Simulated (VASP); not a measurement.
**Driving VASP from ASE on PW**

Do ASE scripts that read PW from different structure formats give one answer, and do several routes find one equilibrium volume? All runs use PBEsol. Left out of this account: at least 1 further run (self-consistent run: a reference on another mesh). The start is a cell from a database of measured crystal structures.

Program: VASP 6.6.1. Level of theory: PBEsol; plane waves and PAW (P, W). Results are calculated unless marked as measured.

## Step 1: The structure

The structure is orthorhombic, space group Pnma (No. 62). Conventional cell: a = 5.717 Å, b = 3.238 Å, c = 6.219 Å, α = 90.00°, β = 90.00°, γ = 90.00°. Nearest to P lie 5 W at 2.36 to 2.51 Å. Nearest to W lie 5 P at 2.36 to 2.51 Å. Farther neighbours are not listed.

As a file:

```xyz
8
Lattice="5.7170 0.0000 0.0000 0.0000 3.2380 0.0000 0.0000 0.0000 6.2190" Properties=species:S:1:pos:R:3 pbc="T T T"
P     4.5736    2.4285    3.8558
P     1.1434    0.8095    2.3632
P     4.0019    0.8095    0.7463
P     1.7151    2.4285    5.4727
W     0.0000    2.4285    1.0883
W     0.0000    0.8095    5.1307
W     2.8585    0.8095    4.1978
W     2.8585    2.4285    2.0212
```

## Step 2: Self-consistent run (PBEsol, through ASE)

A single point through ASE, with the structure read from a POSCAR.

File run.py:

```python
import numpy as np
from ase.calculators.vasp import Vasp
from ase.io import read
from ase.dft.bandgap import bandgap

atoms = read('structure.vasp')

calc = Vasp(
    xc='pbesol',
    pp='PBE',
    prec='Accurate',
    encut=400,
    ediff=1e-06,
    nelm=100,
    ismear=-1,
    sigma=0.05,
    lreal=False,
    algo='Normal',
    nbands=30,
    lasph=True,
    lorbit=11,
    lwave=False,
    lcharg=False,
    kpar=8,
    isif=2,
    pp_version='64',
    setups={'P': '', 'W': ''},
    kpts=(5, 9, 5),
    gamma=True,
    txt='vasp.out',
)
atoms.calc = calc

print("energy (eV):", round(atoms.get_potential_energy(), 6))
print("Fermi level (eV):", round(calc.get_fermi_level(), 4))
print("forces (eV/A):")
print(np.round(atoms.get_forces(), 4))
print("stress (GPa, Voigt, tension positive):", np.round(atoms.get_stress() * 160.21766, 3))
gap, p1, p2 = bandgap(calc, direct=False)
print("gap on the mesh (eV):", round(gap, 4))
```

File structure.vasp:

```
PW
1.0
    5.7170000000      0.0000000000      0.0000000000
    0.0000000000      3.2380000000      0.0000000000
    0.0000000000      0.0000000000      6.2190000000
P W
4 4
Direct
    0.8000000000      0.7500000000      0.6200000000
    0.2000000000      0.2500000000      0.3800000000
    0.7000000000      0.2500000000      0.1200000000
    0.3000000000      0.7500000000      0.8800000000
    0.0000000000      0.7500000000      0.1750000000
    0.0000000000      0.2500000000      0.8250000000
    0.5000000000      0.2500000000      0.6750000000
    0.5000000000      0.7500000000      0.3250000000
```

The projector-augmented-wave data sets are P and W (PBE family, release 64).

Command:

```
> export ASE_VASP_COMMAND="mpirun -np 8 vasp_std"
> python run.py
```

The program printed:

```text
energy (eV): -79.692223
Fermi level (eV): 9.3713
forces (eV/A):
[[-0.1858  0.     -2.9632]
 [ 0.1858  0.      2.9632]
 [ 0.1858 -0.     -2.9632]
 [-0.1858 -0.      2.9632]
 [-0.239   0.      0.5542]
 [ 0.239   0.     -0.5542]
 [ 0.239   0.      0.5542]
 [-0.239   0.     -0.5542]]
stress (GPa, Voigt, tension positive): [-13.381 -21.078 -12.923  -0.     -0.     -0.   ]
gap on the mesh (eV): 0.0
```

It took 20 s on 8 MPI ranks of Intel Xeon Platinum 8488C (Sapphire Rapids), shared host; peak memory 2 GiB; 2.4 min of CPU time.

Lines that name or quote the potential files are left out of all logs, and their timing lines are given in words.

The INCAR that ASE wrote:

```
ENCUT = 400.000000
SIGMA = 0.050000
EDIFF = 1.00e-06
ALGO = Normal
GGA = PS
PREC = Accurate
ISIF = 2
ISMEAR = -1
KPAR = 8
LORBIT = 11
NBANDS = 30
NELM = 100
LASPH = .TRUE.
LCHARG = .FALSE.
LWAVE = .FALSE.
LREAL = .FALSE.
```

ASE turned this into the KPOINTS:

```
KPOINTS created by Atomic Simulation Environment
0
Gamma
5 9 5
0 0 0
```

vasp.out:

```text
[banner, memory and clock lines left out]
running    8 mpi-ranks, on    1 nodes
 distrk:  each k-point on    1 cores,    8 groups
 distr:  one band on    1 cores,    1 groups

 POSCAR found type information on POSCAR P W
 POSCAR found :  2 types and       8 ions
|                                                                             |
|           W    W    AA    RRRRR   N    N  II  N    N   GGGG   !!!           |
|           W    W   A  A   R    R  NN   N  II  NN   N  G    G  !!!           |
|           W    W  A    A  R    R  N N  N  II  N N  N  G       !!!           |
|           W WW W  AAAAAA  RRRRR   N  N N  II  N  N N  G  GGG   !            |
|           WW  WW  A    A  R   R   N   NN  II  N   NN  G    G                |
|           W    W  A    A  R    R  N    N  II  N    N   GGGG   !!!           |
|                                                                             |
|     For optimal performance we recommend to set                             |
|       NCORE = 2 up to number-of-cores-per-socket                            |
|     NCORE specifies how many cores store one orbital (NPAR=cpu/NCORE).      |
|     This setting can greatly improve the performance of VASP for DFT.       |
|     The default, NCORE=1 might be grossly inefficient on modern             |
|     multi-core architectures or massively parallel machines. Do your        |
|     Unfortunately you need to use the default for GW and RPA                |
|     calculations (for HF NCORE is supported but not extensively tested      |
|     yet).                                                                   |
|                                                                             |

|                                                                             |
|               ----> ADVICE to this user running VASP <----                  |
|                                                                             |
|     You enforced a specific xc type in the INCAR file but a different       |
|     [... a line on the potential file left out ...]
|     I HOPE YOU KNOW WHAT YOU ARE DOING!                                     |
|                                                                             |

 LDA part: xc-table for (Slater+PW92), standard interpolation
 POSCAR, INCAR and KPOINTS ok, starting setup
 FFT: planning ... GRIDC
 FFT: planning ... GRID_SOFT
 FFT: planning ... GRID
 WAVECAR not read
 entering main loop
       N       E                     dE             d eps       ncg     rms          rms(c)
DAV:   1     0.132739274666E+03    0.13274E+03   -0.16858E+04  2700   0.106E+03
DAV:   2    -0.695849880518E+02   -0.20232E+03   -0.19398E+03  3410   0.263E+02
DAV:   3    -0.828285514066E+02   -0.13244E+02   -0.12768E+02  3744   0.597E+01
DAV:   4    -0.831765611067E+02   -0.34801E+00   -0.34387E+00  3590   0.100E+01
DAV:   5    -0.831855169837E+02   -0.89559E-02   -0.89130E-02  3678   0.146E+00    0.564E+01
DAV:   6    -0.802523822283E+02    0.29331E+01   -0.86545E+00  3882   0.123E+01    0.262E+01
DAV:   7    -0.797365997717E+02    0.51578E+00   -0.11767E+00  3322   0.511E+00    0.749E+00
DAV:   8    -0.797158675851E+02    0.20732E-01   -0.17236E-01  3760   0.206E+00    0.827E-01
DAV:   9    -0.797098810408E+02    0.59865E-02   -0.13296E-02  3332   0.539E-01    0.520E-01
DAV:  10    -0.797093759085E+02    0.50513E-03   -0.65219E-03  3656   0.351E-01    0.165E-01
DAV:  11    -0.797093414856E+02    0.34423E-04   -0.57370E-04  3552   0.108E-01    0.843E-02
DAV:  12    -0.797093488137E+02   -0.73281E-05   -0.56772E-05  3274   0.360E-02    0.436E-02
DAV:  13    -0.797093420664E+02    0.67474E-05   -0.38751E-05  3314   0.272E-02    0.566E-03
DAV:  14    -0.797093419223E+02    0.14402E-06   -0.30044E-06  2640   0.100E-02
   1 F= -.79709342E+02 E0= -.79692223E+02  d E =-.342388E-01
```

OUTCAR, selected parts (step 2):

```text
ion  position               nearest neighbor table
   1  0.800  0.750  0.620-   6 2.36   6 2.36   7 2.38   7 2.38   8 2.51   5 2.99
   2  0.200  0.250  0.380-   5 2.36   5 2.36   8 2.38   8 2.38   7 2.51   6 2.99
   3  0.700  0.250  0.120-   8 2.36   8 2.36   5 2.38   5 2.38   6 2.51   7 2.99
   4  0.300  0.750  0.880-   7 2.36   7 2.36   6 2.38   6 2.38   5 2.51   8 2.99
   5  0.000  0.750  0.175-   2 2.36   2 2.36   3 2.38   3 2.38   4 2.51   6 2.71   6 2.71   1 2.99
                             8 3.01   8 3.01
   6  0.000  0.250  0.825-   1 2.36   1 2.36   4 2.38   4 2.38   3 2.51   5 2.71   5 2.71   2 2.99
                             7 3.01   7 3.01
   7  0.500  0.250  0.675-   4 2.36   4 2.36   1 2.38   1 2.38   2 2.51   8 2.71   8 2.71   3 2.99
                             6 3.01   6 3.01
   8  0.500  0.750  0.325-   3 2.36   3 2.36   2 2.38   2 2.38   1 2.51   7 2.71   7 2.71   4 2.99
                             5 3.01   5 3.01

  LATTYP: Found a simple orthorhombic cell.
 ALAT       =     3.2380000000
 B/A-ratio  =     1.7655960469
 C/A-ratio  =     1.9206300185

 Subroutine GETGRP returns: Found  8 space group operations
 (whereof  2 operations were pure point group operations)

The static configuration has the point symmetry S_2 .
 The point group associated with its full space group is D_2h.

 Found     45 irreducible k-points:

   k-points           NKPTS =     45   k-points in BZ     NKDIM =     45   number of bands    NBANDS=     30

   dimension x,y,z NGX =    40 NGY =   24 NGZ =   42
   dimension x,y,z NGXF=    80 NGYF=   48 NGZF=   84

   ENCUT  =  400.0 eV  29.40 Ry    5.42 a.u.   9.32  5.28 10.14*2*pi/ulx,y,z

   NELECT =      44.0000    total number of electrons

 k-points in reciprocal lattice and weights: KPOINTS created by Atomic Simulation Env
   0.00000000  0.00000000  0.00000000       0.004
   0.20000000  0.00000000  0.00000000       0.009
   0.40000000  0.00000000  0.00000000       0.009
   0.00000000  0.11111111  0.00000000       0.009
   0.20000000  0.11111111  0.00000000       0.018
   0.40000000  0.11111111  0.00000000       0.018
   0.00000000  0.22222222  0.00000000       0.009
   0.20000000  0.22222222  0.00000000       0.018
   0.40000000  0.22222222  0.00000000       0.018
[...]
0.20000000  0.44444444  0.40000000       0.036
   0.40000000  0.44444444  0.40000000       0.036

 average (electrostatic) potential at core
       1 -79.8629       2 -79.8629       3 -79.8629       4 -79.8629       5 -36.0851
       6 -36.0851       7 -36.0851       8 -36.0851

 E-fermi :   9.3713

 k-point     1 :       0.0000    0.0000    0.0000
  band No.  band energies     occupation
    ...
     20       7.8616      2.00000
     21       8.3888      2.00000
     22       8.6360      2.00000
     23       8.7370      1.99999
     24       8.9963      1.99889
     25      10.2815      0.00000
     26      10.6041      0.00000
     27      10.6386      0.00000
     28      10.8556      0.00000
     29      11.6304      0.00000
    ...

 k-point     2 :       0.2000    0.0000    0.0000
  band No.  band energies     occupation
    ...
     19       7.6753      2.00000
     20       7.7630      2.00000
     21       8.1176      2.00000
     22       8.1783      2.00000
     23       9.2551      1.82163
     24       9.9980      0.00001
     25      10.1512      0.00000
     26      10.5910      0.00000
     27      10.6822      0.00000
     28      10.8855      0.00000
    ...

 k-point     3 :       0.4000    0.0000    0.0000
  band No.  band energies     occupation
    ...
     18       6.8684      2.00000
     19       7.5322      2.00000
     20       7.7291      2.00000
     21       8.0334      2.00000
     22       8.2729      2.00000
     23       9.8528      0.00013
     24      10.3087      0.00000
     25      10.8115      0.00000
     26      10.8504      0.00000
     27      10.9229      0.00000
    ...

  Total        9.6148879     15.1452045      9.2856682      0.0000000      0.0000000      0.0000000
  in kB      133.8101984    210.7755017    129.2284549      0.0000000      0.0000000      0.0000000
  external PRESSURE =     157.9380517 kB  Pullay stress =       0.0000000 kB

  energy-cutoff  :      400.00
  volume of cell :      115.12
      direct lattice vectors                 reciprocal lattice vectors
     5.717000000  0.000000000  0.000000000     0.174916914  0.000000000  0.000000000
     0.000000000  3.238000000  0.000000000     0.000000000  0.308832613  0.000000000
     0.000000000  0.000000000  6.219000000     0.000000000  0.000000000  0.160797556

 POSITION                                       TOTAL-FORCE (eV/Angst)
 -----------------------------------------------------------------------------------
      4.57360      2.42850      3.85578        -0.185753      0.000000     -2.963152
      1.14340      0.80950      2.36322         0.185753      0.000000      2.963152
      4.00190      0.80950      0.74628         0.185753     -0.000000     -2.963152
      1.71510      2.42850      5.47272        -0.185753     -0.000000      2.963152
      0.00000      2.42850      1.08832        -0.238983      0.000000      0.554226
      0.00000      0.80950      5.13068         0.238983      0.000000     -0.554226
      2.85850      0.80950      4.19782         0.238983      0.000000      0.554226
      2.85850      2.42850      2.02118        -0.238983      0.000000     -0.554226
 -----------------------------------------------------------------------------------
    total drift:                               -0.000000     -0.000000      0.000000

  FREE ENERGIE OF THE ION-ELECTRON SYSTEM (eV)
  ---------------------------------------------------
  free  energy   TOTEN  =       -79.7093419223 eV

  energy  without entropy=      -79.6751030975  energy(sigma->0) =      -79.69222251

 total charge
# of ion       s       p       d       tot
------------------------------------------
    1        1.017   1.533   0.000   2.550
    2        1.017   1.533   0.000   2.550
    3        1.017   1.533   0.000   2.550
    4        1.017   1.533   0.000   2.550
    5        0.615   0.738   4.554   5.907
    6        0.615   0.738   4.554   5.907
    7        0.615   0.738   4.554   5.907
    8        0.615   0.738   4.554   5.907
--------------------------------------------------
tot          6.525   9.085  18.216  33.826

[... 3 further parts left out ...]
```

The PAW data sets were made with PBE, which is usual practice but a small mismatch for other functionals. At this level the cell is under a pressure of 15.8 GPa, so at these settings it is away from equilibrium. The data set W keeps the semicore shell frozen, which is cheaper and a little less accurate.

This step gave:

```yaml
scf_cycles: 14
electrons: 44
bands: 30
irreducible_k_points: 45
symmetry_operations: 8
free_energy_toten: -79.7093 eV
energy_at_zero_smearing: -79.6922 eV
fermi_energy: 9.371 eV
pressure: 15.79 GPa
metallic_judged_on_the_points_sampled: yes
```

Force by atom:

| atom | x (eV/Å) | y (eV/Å) | z (eV/Å) | size |
| --- | --- | --- | --- | --- |
| P1 | -0.19 | 0.00 | -2.96 | 2.97 |
| P2 | 0.19 | 0.00 | 2.96 | 2.97 |
| P3 | 0.19 | 0.00 | -2.96 | 2.97 |
| P4 | -0.19 | 0.00 | 2.96 | 2.97 |
| W5 | -0.24 | 0.00 | 0.55 | 0.60 |
| W6 | 0.24 | 0.00 | -0.55 | 0.60 |
| W7 | 0.24 | 0.00 | 0.55 | 0.60 |
| W8 | -0.24 | 0.00 | -0.55 | 0.60 |

The pressure is 15.79 GPa and the largest force 2.969 eV/Å, so the cell is not at a minimum at these settings.

(Continued in part 2 of 4.)

[Lines on the potential files, build, host, timing and source positions are cut from VASP's logs without a mark.]

[Logs are printed without paths, hosts, clocks, repeated set-up lines and the standing remarks that a program may print on its own settings, such as how far it seeks lower states.]

[Hosts, paths, dates, database ids (printed as entryN), source tags and the programs' standing remarks are cut or masked in the printed files.]

[A measured line is paired with the nearest computed mode of its activity, which favours agreement.]

[In band tables of VASP the shares of atoms and orbitals are scaled to a sum of 1 inside the atoms' spheres.]
